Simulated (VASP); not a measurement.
A VASP calculation is set up with these files.

**KPOINTS**
```
kpoints
0
gamma
  6 6 6
```

File POSCAR:
```
C
1
    0.0000000000     1.8298450000     1.8298450000
    1.8298450000     0.0000000000     1.8298450000
    1.8298450000     1.8298450000     0.0000000000
C
2
Direct
  0.0000000000   0.0000000000   0.0000000000
  0.2500000000   0.2500000000   0.2500000000
```

**INCAR**
```
ALGO  =  Normal
EDIFF  =  1E-8
ENCUT  =  500
GGA  =  PE
ISMEAR  =  0
LASPH  =  T
LCHARG  =  F
LREAL  =  F
LWAVE  =  T
NELM  =  100
PREC  =  Normal
SIGMA  =  0.01
SYSTEM  =  C
```

POTCAR, in this order: C_GW_new (PBE.64 set). Program: vasp_std.

Problem. Write an equivalent input for Quantum ESPRESSO's pw.x.

Solution. One equivalent input (not run):
```
&CONTROL
  calculation = 'scf'
  pseudo_dir = './pseudo'
  outdir = './out'
  tprnfor = .true.
  tstress = .true.
/
&SYSTEM
  ibrav = 0
  nat = 2
  ntyp = 1
  ecutwfc = 82
  occupations = 'smearing'
  smearing = 'gaussian'
  degauss = 0.000735
  input_dft = 'pbe'
/
&ELECTRONS
  conv_thr = 7.3e-10
  electron_maxstep = 100
/
ATOMIC_SPECIES
  C 12.011 C.upf
CELL_PARAMETERS angstrom
     0.0000000    1.8298450    1.8298450
     1.8298450    0.0000000    1.8298450
     1.8298450    1.8298450    0.0000000
ATOMIC_POSITIONS crystal
  C    0.0000000  0.0000000  0.0000000
  C    0.2500000  0.2500000  0.2500000
K_POINTS automatic
  6 6 6 0 0 0
```
Limits of the translation: the potentials are each code's own (VASP's PAW set, PseudoDojo norm-conserving files in pw.x), so ENCUT and ecutwfc are chosen apart and not converted; conv_thr bounds pw.x's estimated SCF error, while EDIFF bounds the energy change between steps.

The compound is C in the diamond structure. This cell is one point of a volume scan, at 1.08 of the reference volume. The k-mesh is coarse (spacing up to 0.50 per Å, 2π included), so the numbers may not be converged in it.
